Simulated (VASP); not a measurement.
## FeAl (relaxed from the CsCl type structure, space group Pm-3m): computed properties

These are PBEsol GGA, VASP's PBE PAW potentials (set 64) (plane waves; VASP) values and carry that method's errors.

- space group = Pm-3m (221)
- cell = a = 2.839 Å, b = 2.839 Å, c = 2.839 Å, α = 90.00°, β = 90.00°, γ = 90.00°
- volume per atom = 11.44 Å^3/atom
- band gap (over mesh and band path) = none (metal, semimetal or under 0.01 eV)
- density = 6.01 g/cm³

```cif
data_AlFe
_chemical_formula_sum 'Fe1 Al1'
_space_group_name_H-M_alt 'Pm-3m'
_space_group_IT_number 221
_space_group_name_Hall '-P 4 2 3'
_cell_length_a 2.83895
_cell_length_b 2.83895
_cell_length_c 2.83895
_cell_angle_alpha 90.000
_cell_angle_beta 90.000
_cell_angle_gamma 90.000
loop_
_atom_site_label
_atom_site_type_symbol
_atom_site_symmetry_multiplicity
_atom_site_Wyckoff_symbol
_atom_site_fract_x
_atom_site_fract_y
_atom_site_fract_z
_atom_site_occupancy
Fe1 Fe 1 a 0.00000 0.00000 0.00000 1
Al1 Al 1 b 0.50000 0.50000 0.50000 1
```

The structure was generated: FeAl was put into the CsCl type type (Pm-3m), which need not be its known phase. It was relaxed first, which changed the volume by -36 %. Symmetry was kept, so distortions that lower it aren't found.
